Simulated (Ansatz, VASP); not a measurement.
# Cross-check of Ru ((10-13) twin boundary in hcp Ru) between VASP and Ansatz, part 2 of 2

One calculation is typed for both programs; each brings its own data sets. How far apart do they land? Of the first pair: The structure shown is the start of the Ansatz relaxation below; VASP solves that cell, so the two are compared at the walk's first step.

VASP 6.6.1 and Ansatz 0.2.0.

So far. Step 3 (VASP: single point, PBE, start cell, pair 1): The run ends at a pressure of -3.42 GPa, with forces up to 1.1 eV/Å.

**5. Ansatz: relaxation, PBE**

Level of this step: Ansatz beside VASP: Kohn-Sham DFT, plane waves, PBE (Ansatz).

This run makes the geometry at which the two programs are then compared.

The structure compared here is the end of the Ansatz relaxation.

input.yaml

```yaml
crystal:
  lattice:
    - [9.20106, 0.0, 0.0]
    - [2.40338, 4.86915, 0.0]
    - [0.0, 0.0, 22.21325]
  atoms:
    - { symbol: Ru, position: [0.23123, 0.07658, 0.99978] }
    - { symbol: Ru, position: [0.93426, 0.29931, 0.05257] }
    - { symbol: Ru, position: [0.49084, 0.13187, 0.05487] }
    - { symbol: Ru, position: [0.18379, 0.36216, 0.10185] }
    - { symbol: Ru, position: [0.72212, 0.20841, 0.11286] }
    - { symbol: Ru, position: [0.43049, 0.42714, 0.15729] }
    - { symbol: Ru, position: [0.97191, 0.27107, 0.17153] }
    - { symbol: Ru, position: [0.67414, 0.4944, 0.21536] }
    - { symbol: Ru, position: [0.21808, 0.33644, 0.22263] }
    - { symbol: Ru, position: [0.92123, 0.05908, 0.27235] }
    - { symbol: Ru, position: [0.46213, 0.40341, 0.27945] }
    - { symbol: Ru, position: [0.16626, 0.12531, 0.32389] }
    - { symbol: Ru, position: [0.70857, 0.46857, 0.33656] }
    - { symbol: Ru, position: [0.41344, 0.18992, 0.38034] }
    - { symbol: Ru, position: [0.95494, 0.0338, 0.39319] }
    - { symbol: Ru, position: [0.66336, 0.25248, 0.4386] }
    - { symbol: Ru, position: [0.197, 0.10225, 0.44343] }
    - { symbol: Ru, position: [0.90751, 0.31937, 0.49951] }
    - { symbol: Ru, position: [0.44269, 0.16798, 0.49986] }
    - { symbol: Ru, position: [0.93401, 0.29949, 0.94701] }
    - { symbol: Ru, position: [0.49047, 0.13215, 0.94444] }
    - { symbol: Ru, position: [0.18358, 0.36232, 0.89775] }
    - { symbol: Ru, position: [0.72216, 0.20838, 0.88654] }
    - { symbol: Ru, position: [0.43034, 0.42724, 0.84219] }
    - { symbol: Ru, position: [0.97193, 0.27105, 0.8281] }
    - { symbol: Ru, position: [0.6743, 0.49428, 0.7841] }
    - { symbol: Ru, position: [0.21786, 0.3366, 0.7769] }
    - { symbol: Ru, position: [0.92142, 0.05894, 0.72709] }
    - { symbol: Ru, position: [0.46205, 0.40346, 0.72002] }
    - { symbol: Ru, position: [0.16606, 0.12545, 0.67563] }
    - { symbol: Ru, position: [0.70888, 0.46834, 0.6629] }
    - { symbol: Ru, position: [0.41342, 0.18993, 0.61906] }
    - { symbol: Ru, position: [0.95503, 0.03373, 0.60602] }
    - { symbol: Ru, position: [0.66347, 0.2524, 0.56079] }
    - { symbol: Ru, position: [0.19687, 0.10235, 0.55597] }
    - { symbol: Ru, position: [0.23123, 0.57658, 0.99978] }
    - { symbol: Ru, position: [0.93426, 0.79931, 0.05257] }
    - { symbol: Ru, position: [0.49084, 0.63187, 0.05487] }
    - { symbol: Ru, position: [0.18379, 0.86216, 0.10185] }
    - { symbol: Ru, position: [0.72212, 0.70841, 0.11286] }
    - { symbol: Ru, position: [0.43049, 0.92714, 0.15729] }
    - { symbol: Ru, position: [0.97191, 0.77107, 0.17153] }
    - { symbol: Ru, position: [0.67414, 0.9944, 0.21536] }
    - { symbol: Ru, position: [0.21808, 0.83644, 0.22263] }
    - { symbol: Ru, position: [0.92123, 0.55908, 0.27235] }
    - { symbol: Ru, position: [0.46213, 0.90341, 0.27945] }
    - { symbol: Ru, position: [0.16626, 0.62531, 0.32389] }
    - { symbol: Ru, position: [0.70857, 0.96857, 0.33656] }
    - { symbol: Ru, position: [0.41344, 0.68992, 0.38034] }
    - { symbol: Ru, position: [0.95493, 0.5338, 0.39319] }
    - { symbol: Ru, position: [0.66336, 0.75248, 0.4386] }
    - { symbol: Ru, position: [0.197, 0.60225, 0.44343] }
    - { symbol: Ru, position: [0.90751, 0.81937, 0.49951] }
    - { symbol: Ru, position: [0.44269, 0.66798, 0.49986] }
    - { symbol: Ru, position: [0.93401, 0.79949, 0.94701] }
    - { symbol: Ru, position: [0.49047, 0.63215, 0.94444] }
    - { symbol: Ru, position: [0.18358, 0.86232, 0.89775] }
    - { symbol: Ru, position: [0.72216, 0.70838, 0.88654] }
    - { symbol: Ru, position: [0.43034, 0.92724, 0.84219] }
    - { symbol: Ru, position: [0.97193, 0.77105, 0.8281] }
    - { symbol: Ru, position: [0.6743, 0.99428, 0.7841] }
    - { symbol: Ru, position: [0.21786, 0.8366, 0.7769] }
    - { symbol: Ru, position: [0.92142, 0.55894, 0.72709] }
    - { symbol: Ru, position: [0.46205, 0.90346, 0.72002] }
    - { symbol: Ru, position: [0.16606, 0.62545, 0.67563] }
    - { symbol: Ru, position: [0.70888, 0.96834, 0.6629] }
    - { symbol: Ru, position: [0.41342, 0.68993, 0.61906] }
    - { symbol: Ru, position: [0.95503, 0.53373, 0.60602] }
    - { symbol: Ru, position: [0.66347, 0.7524, 0.56079] }
    - { symbol: Ru, position: [0.19687, 0.60235, 0.55597] }
kpoints:
  mp_grid: { grid: [2, 3, 1] }
hamiltonian:
  xc: pbe
scf:
  occupations: { method: fermi_dirac, width: 0.1 }
output:
  forces: true
relax:
  f_tol: 0.05
  max_steps: 150
```

Started as:

```
$ ansatz run input.yaml --threads 6 --pin off --max-ram 102400MiB --backend cuda --events-out ev --progress --plain --runs-dir out
```

Numbers of over 12 decimals in the logs are rounded to 6 here.

Output:

```text
[...]
GPU FFT provider: cuFFT
GPU libraries: cuBLAS 13.8.2, cuFFT 12.4.0, cuSOLVER 12.3.4
Crystal: 70 atoms, lattice volume = 995.183 Å³
Basis set: ecut = 420 eV, 19417 PW (Γ), exchange–correlation on 128×80×300 points (8 copies of the dense FFT grid, shifted against one another)
Bands: 672, of which v1, the nominal top of the filled ones, is band 560 counted from 1 (559 counted from 0)
Symmetry: 2 space group operations
[...]
k-points: 4 of 6 (time reversal used)
[...]
- { symbol: Ru, position: [0.485893, 0.135582, 0.059516] }
    - { symbol: Ru, position: [0.187450, 0.359414, 0.101496] }
    - { symbol: Ru, position: [0.727381, 0.204466, 0.113260] }
    - { symbol: Ru, position: [0.432975, 0.425271, 0.159430] }
    - { symbol: Ru, position: [0.975119, 0.268662, 0.172052] }
    - { symbol: Ru, position: [0.676955, 0.492285, 0.214876] }
[...]
- { symbol: Ru, position: [0.407846, 0.694116, 0.619418] }
    - { symbol: Ru, position: [0.951341, 0.536495, 0.605171] }
    - { symbol: Ru, position: [0.658428, 0.756180, 0.560513] }
    - { symbol: Ru, position: [0.196929, 0.602304, 0.557236] }
```

**6. VASP: single point, PBE, relaxed cell, pair 2**

The same cell, functional, mesh and smearing now go to VASP, with its own data sets.

INCAR

```
SYSTEM = Ru
PREC = Accurate
ENCUT = 400
EDIFF = 1E-06
NELM = 120
ISMEAR = -1
SIGMA = 0.1
LREAL = Auto
ALGO = Normal
GGA = PE
NBANDS = 568
LASPH = .TRUE.
LORBIT = 11
LWAVE = .FALSE.
LCHARG = .FALSE.
ISIF = 2
GGA_COMPAT = .FALSE.
KPAR = 4
```

POSCAR

```
Ru
1.0
    9.2010600000      0.0000000000      0.0000000000
    2.4033800000      4.8691500000      0.0000000000
    0.0000000000      0.0000000000     22.2132500000
Ru
70
Direct
    0.2541000000      0.0594300000      0.9997200000
    0.9410700000      0.2942000000      0.0518700000
    0.4858900000      0.1355800000      0.0595200000
    0.1874500000      0.3594100000      0.1015000000
    0.7273800000      0.2044700000      0.1132600000
    0.4329700000      0.4252700000      0.1594300000
    0.9751200000      0.2686600000      0.1720500000
    0.6769600000      0.4922800000      0.2148800000
    0.2184700000      0.3361500000      0.2236600000
    0.9198000000      0.0601500000      0.2720700000
    0.4638200000      0.4021400000      0.2791200000
    0.1629400000      0.1277900000      0.3243000000
    0.7048400000      0.4713700000      0.3368500000
    0.4078400000      0.1941200000      0.3800400000
    0.9513500000      0.0364900000      0.3942900000
    0.6584300000      0.2561800000      0.4389500000
    0.1969400000      0.1023000000      0.4422300000
    0.8946800000      0.3289900000      0.4997400000
    0.4343200000      0.1742600000      0.4997300000
    0.9411000000      0.2941800000      0.9475900000
    0.4859000000      0.1355700000      0.9399200000
    0.1874800000      0.3593900000      0.8979500000
    0.7274000000      0.2044500000      0.8861900000
    0.4329900000      0.4252600000      0.8400200000
    0.9751400000      0.2686500000      0.8274000000
    0.6769600000      0.4922800000      0.7845700000
    0.2185000000      0.3361200000      0.7757900000
    0.9198200000      0.0601400000      0.7273900000
    0.4638300000      0.4021200000      0.7203400000
    0.1629500000      0.1277900000      0.6751500000
    0.7048400000      0.4713700000      0.6626100000
    0.4078500000      0.1941200000      0.6194200000
    0.9513400000      0.0364900000      0.6051700000
    0.6584300000      0.2561800000      0.5605100000
    0.1969300000      0.1023000000      0.5572400000
    0.2541000000      0.5594300000      0.9997200000
    0.9410700000      0.7942000000      0.0518700000
    0.4858900000      0.6355800000      0.0595200000
    0.1874500000      0.8594100000      0.1015000000
    0.7273800000      0.7044700000      0.1132600000
    0.4329700000      0.9252700000      0.1594300000
    0.9751200000      0.7686600000      0.1720500000
    0.6769600000      0.9922800000      0.2148800000
    0.2184700000      0.8361500000      0.2236600000
    0.9198000000      0.5601500000      0.2720700000
    0.4638200000      0.9021400000      0.2791200000
    0.1629400000      0.6277900000      0.3243000000
    0.7048400000      0.9713700000      0.3368500000
    0.4078400000      0.6941200000      0.3800400000
    0.9513500000      0.5364900000      0.3942900000
    0.6584300000      0.7561800000      0.4389500000
    0.1969400000      0.6023000000      0.4422300000
    0.8946800000      0.8289900000      0.4997400000
    0.4343200000      0.6742600000      0.4997300000
    0.9411000000      0.7941800000      0.9475900000
    0.4859000000      0.6355700000      0.9399200000
    0.1874800000      0.8593900000      0.8979500000
    0.7274000000      0.7044500000      0.8861900000
    0.4329900000      0.9252600000      0.8400200000
    0.9751400000      0.7686500000      0.8274000000
    0.6769600000      0.9922800000      0.7845700000
    0.2185000000      0.8361200000      0.7757900000
    0.9198200000      0.5601400000      0.7273900000
    0.4638300000      0.9021200000      0.7203400000
    0.1629500000      0.6277900000      0.6751500000
    0.7048400000      0.9713700000      0.6626100000
    0.4078500000      0.6941200000      0.6194200000
    0.9513400000      0.5364900000      0.6051700000
    0.6584300000      0.7561800000      0.5605100000
    0.1969300000      0.6023000000      0.5572400000
```

KPOINTS

```
Automatic mesh
0
Gamma
2 3 1
0 0 0
```

Potentials, in the order of the species: Ru_pv (PBE family, release 64).

Started as:

```
$ mpirun -np 8 vasp_std
```

Output:

```text
[banner, memory and clock lines left out]
running    8 mpi-ranks, on    1 nodes
[...]
[... a notice as in an earlier step ...]

 LDA part: xc-table for (Slater+PW92), standard interpolation
 [... a notice as in an earlier step ...]

 POSCAR, INCAR and KPOINTS ok, starting setup
[...]
entering main loop
       N       E                     dE             d eps       ncg     rms          rms(c)
DAV:   1     0.118735993125E+05    0.11874E+05   -0.50856E+05  4744   0.159E+03
DAV:   2    -0.312622501058E+02   -0.11905E+05   -0.11598E+05  4632   0.552E+02
DAV:   3    -0.642574851597E+03   -0.61131E+03   -0.57108E+03  5984   0.114E+02
DAV:   4    -0.684162903017E+03   -0.41588E+02   -0.40153E+02  5760   0.215E+01
[...]
DAV:  28    -0.639328267383E+03    0.43249E-04   -0.54420E-05  5904   0.247E-02    0.446E-02
DAV:  29    -0.639328261945E+03    0.54380E-05   -0.18563E-05  5832   0.122E-02    0.257E-02
DAV:  30    -0.639328261064E+03    0.88121E-06   -0.69972E-06  4776   0.800E-03
   1 F= -.63932826E+03 E0= -.63825164E+03  d E =-.215325E+01
```

Parts of OUTCAR (step 6):

```text
 POSITION                                       TOTAL-FORCE (eV/Angst)
 -----------------------------------------------------------------------------------
      2.48082      0.28937     22.20703         0.014034     -0.006816     -0.000043
      9.36592      1.43250      1.15220         0.003485     -0.001697      0.072458
      4.79655      0.66016      1.32213         0.016426     -0.007675     -0.014872
      2.58854      1.75002      2.25464        -0.022678      0.010408      0.007189
      7.18409      0.99560      2.51587         0.005666     -0.000120     -0.011528
      5.00587      2.07070      3.54146         0.015541     -0.008208     -0.008048
      9.61783      1.30815      3.82179         0.005900     -0.004790     -0.003716
      7.41189      2.39699      4.77318         0.004009     -0.003543      0.004195
      2.81805      1.63676      4.96822        -0.016256      0.007671     -0.003311
      8.60770      0.29288      6.04356        -0.009144      0.004427     -0.008004
      5.23413      1.95808      6.20016        -0.009012      0.004501      0.003735
      1.80635      0.62223      7.20376        -0.013225      0.007167      0.005423
      7.61816      2.29517      7.48253         0.014004     -0.005507      0.001860
      4.21910      0.94520      8.44192         0.023635     -0.011803      0.001297
[...]
-----------------------------------------------------------------------------------
    total drift:                               -0.005652     -0.043923     -0.011906

  FREE ENERGIE OF THE ION-ELECTRON SYSTEM (eV)
  ---------------------------------------------------
  free  energy   TOTEN  =      -639.3282610639 eV

  energy  without entropy=     -637.1750160201  energy(sigma->0) =     -638.25163854
```

The run ends at a pressure of -2.95 GPa, with forces up to 0.073 eV/Å.

**7. Differences**

What differs besides the data sets and the points named for the pairs above, as far as they apply: the data sets hold 1120 valence electrons in Ansatz (on its default PAW (the set named soft_2) files) and 980 in VASP. Total energies have different zeros and are not compared.

At this near-relaxed geometry the largest component of a force difference is 60 meV/Å. VASP's last cycles still show a density residual of 3e-03, so its state may not be settled.

**8. Outcome**

- r.m.s. force difference (single point, PBE, start cell, pair 1): 3.1 % of the r.m.s. force
- r.m.s. force difference (single point, PBE, relaxed cell, pair 2): 8.3 meV/Å

**Reading.** The r.m.s. force difference is 3.1 % of the r.m.s. force (single point, PBE, start cell, pair 1), at about the 3 % picked in this series as the mark of a large difference. The data sets hold unlike numbers of valence electrons (1120 in Ansatz and 980 in VASP), so part of the differences comes from the potentials. How closely two codes agree says nothing of how well the functional describes the real material.

[Lines on the potential files, build, host, timing and source positions are cut from VASP's logs without a mark.]

[Logs are printed without paths, hosts, clocks, repeated set-up lines and the standing remarks that a program may print on its own settings, such as how far it seeks lower states.]

[Hosts, paths, dates, database ids (printed as entryN), source tags and the programs' standing remarks are cut or masked in the printed files.]
